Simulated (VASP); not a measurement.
# GeMo with PBE + D3(BJ): from relaxation to properties, part 5 of 5

What structure does GeMo take at this level, and what are its properties? The cell is invented: it takes the structure of a Materials Project entry for TiMo (space group 65 there), with some of its atoms replaced by other elements, volume scaled by an estimate. It may not be a known or stable phase.

VASP 6.6.1; PBE with D3(BJ); plane waves and PAW (Mo_sv, Ge_d); invented cell.

So far. Step 15 (Volume scan with PBE + D3(BJ) (run 7)): The pressure falls from -7.08 to -10.05 GPa. The parabola predicted -9.98 GPa, +0.07 GPa off. The relaxed cell has a, b, c = 3.213, 4.698, 4.039 Å (conventional setting).

## (17) Fit for PBE + D3(BJ)

This step: Birch-Murnaghan fit, PBE with D3(BJ); plane waves and PAW; invented cell (VASP 6.6.1).

This step runs nothing: it gathers the runs above.

Numbers from this step:

| Quantity | Value |
| --- | --- |
| pressure derivative of the bulk modulus | 4.585 |
| r.m.s. error of the fit | 9.41e-6 eV/atom |
| minimum inside the sampled range | yes |
| bulk modulus | 194.7 GPa |
| equilibrium volume of the fit | 15.30 Å³/atom |

Energy above the fitted minimum against volume:

| volume (Å³/atom) | energy above the fitted minimum (eV/atom) |
| --- | --- |
| 14.329 | 0.0421 |
| 14.634 | 0.0190 |
| 14.939 | 0.00535 |
| 15.244 | 1.3e-4 |
| 15.549 | 0.00242 |
| 15.853 | 0.0114 |
| 16.158 | 0.0265 |

The fitted volume lies +0.36 % from the relaxed one. At a finite cutoff and mesh the minimum of the energy and the zero of the stress don't quite coincide, and the relaxation stops at a threshold.

## (18) A single point (PBE + D3(BJ)), changed input

This step: PBE with D3(BJ); plane waves and PAW (Mo_sv, Ge_d); invented cell (VASP 6.6.1).

This run is made with a changed input; what comes of it follows.

Input file INCAR:

```
SYSTEM = GeMo
PREC = Accurate
ENCUT = 410
EDIFF = 1E-06
NELM = 97
ISMEAR = 0
SIGMA = 0.05
LREAL = .FALSE.
ALGO = Normal
GGA = PE
IVDW = 12
NBANDS = 20
LORBIT = 11
LWAVE = .FALSE.
LCHARG = .FALSE.
ISIF = 2
```

Input file POSCAR:

```
GeMo
1.0
    1.6066499670     -2.3489485359      0.0000000000
    1.6066499670      2.3489485359      0.0000000000
    0.0000000000      0.0000000000      4.0392026395
Mo Ge
1 1
Direct
    0.0000000000      0.0000000000      0.0000000000
    0.5000000000      0.5000000000      0.5000000000
```

Input file KPOINTS:

```
Automatic mesh
0
Gamma
1 1 1
0 0 0
```

PAW data sets: Mo_sv and Ge_d (PBE family, release 64).

On the command line:

```bash
$ mpirun -np 1 vasp_std
```

Output:

```text
[... set-up lines as in an earlier step ...]
 entering main loop
       N       E                     dE             d eps       ncg     rms          rms(c)
DAV:   1     0.212621331957E+03    0.21262E+03   -0.13516E+04    48   0.301E+03
DAV:   2     0.237445362850E+01   -0.21025E+03   -0.20591E+03    40   0.573E+02
DAV:   3    -0.136384562346E+02   -0.16013E+02   -0.15799E+02    44   0.114E+02
DAV:   4    -0.139713278359E+02   -0.33287E+00   -0.33251E+00    44   0.167E+01
DAV:   5    -0.139762914142E+02   -0.49636E-02   -0.49635E-02    44   0.235E+00    0.145E+01
DAV:   6    -0.118291265285E+02    0.21472E+01   -0.22358E+01    48   0.195E+01    0.105E+01
DAV:   7    -0.110990447121E+02    0.73008E+00   -0.32432E-01    52   0.521E+00    0.741E+00
DAV:   8    -0.107616398563E+02    0.33740E+00   -0.79709E-01    40   0.792E+00    0.423E+00
DAV:   9    -0.108070951049E+02   -0.45455E-01   -0.19848E-01    40   0.370E+00    0.215E+00
DAV:  10    -0.107576555167E+02    0.49440E-01   -0.19260E-02    40   0.149E+00    0.164E+00
DAV:  11    -0.107296186763E+02    0.28037E-01   -0.16216E-02    40   0.105E+00    0.944E-01
DAV:  12    -0.107222801217E+02    0.73386E-02   -0.75733E-03    40   0.717E-01    0.187E-01
DAV:  13    -0.107231134916E+02   -0.83337E-03   -0.64476E-04    40   0.225E-01    0.335E-01
DAV:  14    -0.107223329996E+02    0.78049E-03   -0.57590E-04    40   0.194E-01    0.210E-02
DAV:  15    -0.107223157797E+02    0.17220E-04   -0.13088E-05    44   0.326E-02    0.131E-02
DAV:  16    -0.107223166872E+02   -0.90748E-06   -0.33502E-06    40   0.148E-02
   1 F= -.11872136E+02 E0= -.11867102E+02  d E =-.100687E-01
```

It took 2.8 s on 1 MPI rank of AMD EPYC 7R43, shared host; peak memory 0.1 GiB.

OUTCAR, selected parts (step 18):

```text
   k-points           NKPTS =      1   k-points in BZ     NKDIM =      1   number of bands    NBANDS=     20

   NELECT =      28.0000    total number of electrons

 E-fermi :  14.4339

 k-point     1 :       0.0000    0.0000    0.0000
  band No.  band energies     occupation
    ...
     10      -3.3620      2.00000
     11       8.5084      2.00000
     12       9.2923      2.00000
     13      11.8189      2.00000
     14      14.3682      1.93662
     15      14.4995      0.06338
     16      14.9992      0.00000
     17      15.1606      0.00000
     18      16.6994      0.00000
     19      17.6905      0.00000
    ...

 Edisp (eV)   -1.14982

  Total      15.04277   -18.17778    20.94130    -0.00000     0.00000     0.00000
  in kB     790.52923  -955.28079  1100.50952    -0.00000     0.00000     0.00000
  external pressure =      311.92 kB  Pullay stress =        0.00 kB

 POSITION                                       TOTAL-FORCE (eV/Angst)
 -----------------------------------------------------------------------------------
      0.00000      0.00000      0.00000        -0.000000     -0.000000      0.000000
      1.60665      0.00000      2.01960         0.000000      0.000000      0.000000
 -----------------------------------------------------------------------------------
    total drift:                                0.000000      0.000000      0.000000

  FREE ENERGIE OF THE ION-ELECTRON SYSTEM (eV)
  ---------------------------------------------------
  free  energy   TOTEN  =       -11.8721364431 eV

  energy  without entropy=      -11.8620677227  energy(sigma->0) =      -11.86710208

[... 6 parts as in an earlier step ...]

[... 5 further parts left out ...]
```

Convergence was reached, but on settings outside the sound range, so the numbers are no properties of the crystal.

Against the sound run on this cell (volume scan with PBE + D3(BJ)) the energy at zero smearing moves by +2158.4 meV an atom and the pressure by +31.22 GPa.

The fault in the input: one k point for a small cell (k-mesh = [1, 1, 1]). A small cell needs a mesh; Γ alone serves large cells only.

## (19) Results

| Quantity | Value |
| --- | --- |
| relaxed volume | 15.24 Å³/atom |
| relaxed conventional cell a, b, c | 3.213, 4.698, 4.039 Å |
| space group after relaxing, within 0.02 Å | Cmmm (No. 65) |
| band gap | none, a metal |
| DOS at the Fermi level | 1.73 states/eV/cell |
| shallowest level of the frozen cores | Ge2 3p, 111.2 eV deep |
| bulk modulus from the fit | 195 GPa |
| volume from the fit | 15.3 Å³/atom |

With PBE + D3(BJ), GeMo relaxes to 15.24 Å³/atom in space group Cmmm, comes out as a metal and has a bulk modulus of 195 GPa at fixed shape and positions, an upper bound. Bands along the symmetry lines (PBE + D3(BJ)): Of the bands kept, 3 cross the Fermi level on this path. Spin-orbit coupling is left out; it would split some degenerate bands. The k-sampling is coarse for a metal, so the Fermi level, pressures and the shape of the cell carry errors. No search among competing phases was made. All values are for a static lattice at zero temperature.

[Lines on the potential files, build, host, timing and source positions are cut from VASP's logs without a mark.]

[Logs are printed without paths, hosts, clocks, repeated set-up lines and the standing remarks that a program may print on its own settings, such as how far it seeks lower states.]

[Hosts, paths, dates, database ids (printed as entryN), source tags and the programs' standing remarks are cut or masked in the printed files.]

[A measured line is paired with the nearest computed mode of its activity, which favours agreement.]
